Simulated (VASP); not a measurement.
# Ni(111): what the settings do to the level below the vacuum, part 2 of 2

Wanted: the error that each setting leaves in the work function or ionisation potential of Ni(111).

VASP 6.6.1, plane waves and PAW; the level of theory is named at each step.

Still holding for the runs below: The magnetic state follows from one typed start and may not be the lowest.

So far, highest filled level below the vacuum (eV): step 2 (the base run, PBE) 5.04; step 11 (a lower cutoff, ENCUT 210, PBE) 5.12; step 12 (a lower cutoff, ENCUT 280, PBE) 5.03; step 13 (another smearing width, SIGMA 0.02, PBE) 5.05; step 16 (another level, functional LDA, disp none) 5.46.

## (17) Another level, functional PBEsol, disp none

This step: PBEsol, spin-polarised from a ferromagnetic start; plane waves and PAW (Ni) (VASP 6.6.1).

Contents of INCAR:

```
SYSTEM = Ni
PREC = Normal
ENCUT = 350
EDIFF = 1E-06
NELM = 120
ISMEAR = 1
SIGMA = 0.1
LREAL = .FALSE.
ALGO = Normal
GGA = PS
NBANDS = 46
ISPIN = 2
MAGMOM = 1 1 1 1 1 1 1
LMAXMIX = 4
LORBIT = 11
LWAVE = .FALSE.
LCHARG = .FALSE.
KPAR = 4
IDIPOL = 3
LDIPOL = .TRUE.
DIPOL = 0.5 0.5 0.5
LVHAR = .TRUE.
LVACPOTAV = .TRUE.
```

Contents of POSCAR:

```
Ni
1.0
    2.4890158698      0.0000000000      0.0000000000
    1.2445079349      2.1555509736      0.0000000000
    0.0000000000      0.0000000000     30.1936376853
Ni
7
Direct
    0.0000000000      0.0000000000      0.2980760415
    0.3333333333      0.3333333333      0.3653840277
    0.6666666667      0.6666666667      0.4326920138
    0.0000000000      0.0000000000      0.5000000000
    0.3333333333      0.3333333333      0.5673079862
    0.6666666667      0.6666666667      0.6346159723
    0.0000000000      0.0000000000      0.7019239585
```

Contents of KPOINTS:

```
Automatic mesh
0
Gamma
12 12 1
0 0 0
```

PAW data sets: Ni (PBE family, release 64).

On the command line:

```console
> mpirun -np 4 vasp_std
```

Run time: 2.3 min. Hardware: 4 MPI ranks of Intel Xeon Platinum 8488C (Sapphire Rapids), shared host; peak memory 0.97 GiB; 9.2 min of CPU time.

The PAW data sets were made with PBE, which is usual practice but a small mismatch for other functionals.

Spin moment in the PAW sphere by atom:

| atom | spin moment in the PAW sphere (μB) |
| --- | --- |
| Ni1 | 0.679 |
| Ni2 | 0.722 |
| Ni3 | 0.685 |
| Ni4 | 0.672 |
| Ni5 | 0.685 |
| Ni6 | 0.722 |
| Ni7 | 0.679 |

Against the base run its depth below the vacuum changes by +0.14 eV.

## (18) Another level, functional RPBE, disp none

This step: RPBE, spin-polarised from a ferromagnetic start; plane waves and PAW (Ni) (VASP 6.6.1).

INCAR, as its differences from that of step 17:

```diff
@@ -9,3 +9,3 @@
 ALGO = Normal
-GGA = PS
+GGA = RP
 NBANDS = 46
```

POSCAR is that of step 17.

KPOINTS is that of step 17.

On the command line:

```console
> mpirun -np 4 vasp_std
```

Run time: 2 min. Hardware: 4 MPI ranks; peak memory 0.98 GiB; 7.9 min of CPU time.

Against the base run its depth below the vacuum changes by -0.18 eV.

## (19) Another level, functional optB88-vdW, disp nonlocal

This step: optB88-vdW, spin-polarised from a ferromagnetic start; plane waves and PAW (Ni) (VASP 6.6.1).

INCAR, as its differences from that of step 18:

```diff
@@ -9,3 +9,8 @@
 ALGO = Normal
-GGA = RP
+GGA = BO
+AGGAC = 0
+LUSE_VDW = .TRUE.
+PARAM1 = 0.1833333333
+PARAM2 = 0.22
+LASPH = .TRUE.
 NBANDS = 46
```

POSCAR is that of step 18.

KPOINTS is that of step 18.

On the command line:

```console
> mpirun -np 4 vasp_std
```

It took 6.8 min on 4 MPI ranks; peak memory 1.6 GiB.

Against the base run its depth below the vacuum changes by +0.26 eV.

## (20) Another level, functional r2SCAN, disp none

This step: r2SCAN, spin-polarised from a ferromagnetic start; plane waves and PAW (Ni) (VASP 6.6.1).

INCAR, as its differences from that of step 19:

```diff
@@ -9,7 +9,3 @@
 ALGO = Normal
-GGA = BO
-AGGAC = 0
-LUSE_VDW = .TRUE.
-PARAM1 = 0.1833333333
-PARAM2 = 0.22
+METAGGA = R2SCAN
 LASPH = .TRUE.
```

POSCAR is that of step 19.

KPOINTS is that of step 19.

On the command line:

```console
> mpirun -np 4 vasp_std
```

The job ended after 7.3 min (4 MPI ranks; peak memory 1 GiB; 29 min of CPU time).

SCAN-type functionals tend to overstate the moments of itinerant magnets.

Spin moment in the PAW sphere by atom:

| atom | spin moment in the PAW sphere (μB) |
| --- | --- |
| Ni1 | 0.810 |
| Ni2 | 0.819 |
| Ni3 | 0.730 |
| Ni4 | 0.746 |
| Ni5 | 0.730 |
| Ni6 | 0.819 |
| Ni7 | 0.810 |

Against the base run its depth below the vacuum changes by -0.23 eV.

## (21) Side by side

Times are for 4 MPI ranks of Intel Xeon Platinum 8488C (Sapphire Rapids), shared host. The runs compared:

| no. | functional | highest filled level below the vacuum (eV) | time | memory (GiB) |
| --- | --- | --- | --- | --- |
| 1 | LDA | 5.456 | 2 min | 0.9 |
| 2 | PBEsol | 5.177 | 2.3 min | 0.97 |
| 3 | RPBE | 4.856 | 2 min | 0.98 |
| 4 | optB88-vdW | 5.301 | 6.8 min | 1.6 |
| 5 | r2SCAN | 4.802 | 7.3 min | 1.0 |

## (22) All runs together

This step: slab, study of settings, base PBE; plane waves and PAW (VASP 6.6.1).

No new run; the numbers come from the runs before.

This step gave:

```yaml
highest_filled_level_below_the_vacuum: 5.037 eV
```

Energies of other functionals are not comparable and are left out. All runs:

| change from the base run | level below the vacuum (eV) | shift (eV) | energy change (meV/atom) | core seconds |
| --- | --- | --- | --- | --- |
| base | 5.037 | 0 | 0 | 464 |
| mesh 3 x 3 | 5.049 | 0.012 | 98.6 | 120 |
| mesh 6 x 6 | 5.089 | 0.052 | -15.3 | 204 |
| mesh 18 x 18 | 5.045 | 0.008 | -2.6 | 836.4 |
| vacuum 5 A | - | - | -2.7 | 168 |
| vacuum 8 A | - | - | -0.1 | 232 |
| vacuum 24 A | 5.049 | 0.012 | 0 | 640 |
| cutoff 210 eV | 5.12 | 0.083 | 272.1 | 332 |
| cutoff 280 eV | 5.027 | -0.01 | 2.8 | 328 |
| smearing 0.02 eV | 5.046 | 0.009 | 0.2 | 512 |
| smearing 0.4 eV | 5.046 | 0.009 | -2.5 | 464 |
| LDA | 5.456 | 0.419 | - | 472 |
| PBEsol | 5.177 | 0.14 | - | 556 |
| RPBE | 4.856 | -0.181 | - | 476 |
| optB88-vdW | 5.301 | 0.264 | - | 1640 |
| r2SCAN | 4.802 | -0.235 | - | 1748 |

## (23) Results

- highest filled level below the vacuum: 5.04 eV

**Reading.** The base run puts the highest filled level 5.04 eV below the vacuum at the upper face. Among the meshes tried the largest shift is 0.05 eV (mesh 6 x 6, at 0.44 times the cost). The vacuum widths shift it by about 0.01 eV or less. Among the lower cutoffs the largest shift is 0.08 eV (cutoff 210 eV, at 0.72 times the cost). The smearing widths shift it by about 0.01 eV or less. With vacuum 5 A and vacuum 8 A the program printed no vacuum level, so no level is given there, and the line on vacuum widths holds for the others alone. The functionals span 0.65 eV, from r2SCAN to LDA. Where the program printed no vacuum level, the number is read from the planar average about a third of the way across the gap. The program warns that it found no field-free region at its default tolerance, also in runs whose level could not be checked against a flat part of the potential; that adds doubt to those levels. The thickness of the slab was not varied, and the small cell can't reconstruct. Costs come from a shared host, and the base run also writes a finer density of states, so small ratios mean little. All runs hold the atoms as cut and share one family of PAW data sets, so relaxation and each functional's own lattice are left out. LASPH is on in the runs with optB88-vdW and r2SCAN and off in those with LDA, PBE, PBEsol and RPBE, so these rows differ in more than the functional.

[Lines on the potential files, build, host, timing and source positions are cut from VASP's logs without a mark.]

[Logs are printed without paths, hosts, clocks, repeated set-up lines and the standing remarks that a program may print on its own settings, such as how far it seeks lower states.]

[Hosts, paths, dates, database ids (printed as entryN), source tags and the programs' standing remarks are cut or masked in the printed files.]

[In band tables of VASP the shares of atoms and orbitals are scaled to a sum of 1 inside the atoms' spheres.]

[Runs that stopped without an error message from VASP are left out.]
